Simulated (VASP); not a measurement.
Crystal: Bi2Se3 (Paraguanajuatite).

```
Bi Se
1.0
     2.06570    1.19263    9.52759
    -2.06570    1.19263    9.52759
     0.00000   -2.38527    9.52759
Bi Se
2 3
Direct
  0.40029 0.40029 0.40029
  0.59971 0.59971 0.59971
  0.00000 0.00000 0.00000
  0.21145 0.21145 0.21145
  0.78855 0.78855 0.78855
```

Base run:

```yaml
Program: VASP 6.6.1
Functional: LDA
Potentials_or_basis: VASP PAW LDA potentials, release 64 (Bi_d, Se)
Cutoff: 520 eV
k_mesh: 9 × 9 × 8
Occupations: gaussian, width 0.03 eV
Spin: no spin polarisation
```

Its results: band gap on the k mesh 0.07 eV, direct; pressure -1.4 GPa; largest force 0.060 eV/Å.

Q: The run is repeated on the same cell with these changes: functional from LDA to PBE; potentials or basis from VASP PAW LDA potentials, release 64 (Bi_d, Se) to VASP PAW PBE potentials, release 64 (Bi_d, Se). What comes out?

A: Band gap on the k mesh 0.19 eV, direct; pressure 2.9 GPa; largest force 0.087 eV/Å.

Caveats: spin-orbit coupling is left out, which as a rule narrows the gap of such compounds by several tenths of an eV.
